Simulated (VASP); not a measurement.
Given:

```
CELL_PARAMETERS angstrom
      4.32214     0.00000     0.00000
      0.00000     4.32214     0.00000
      0.00000     0.00000     4.32214
ATOMIC_POSITIONS crystal
  Cs 0.00000 0.00000 0.00000
  Br 0.50000 0.50000 0.50000
```

All values below come from r2SCAN meta-GGA, VASP's PBE PAW potentials (set 64) (plane waves; VASP). Run with 400 eV cut-off, 6×6×6 Γ-centred mesh, Gaussian smearing of 0.050 eV, potentials Cs_sv Br.

Unless said otherwise, spin-orbit coupling is left out, though it shifts the bands of the heavy elements here.

**Question.** What does the run give for the energy per atom (σ→0), band gap (on the k-mesh) with the smallest direct gap where there is one?

**Answer.** 
```yaml
band gap (on the k-mesh): 5.18 eV
smallest direct gap (on the k-mesh): 5.18 eV
energy per atom (σ→0): -21161 meV/atom
```

Total energies compare only between runs with the same potentials, cut-off and functional.

The compound is CsBr in the CsCl type structure. It was relaxed first. The start is the result of an earlier pass.
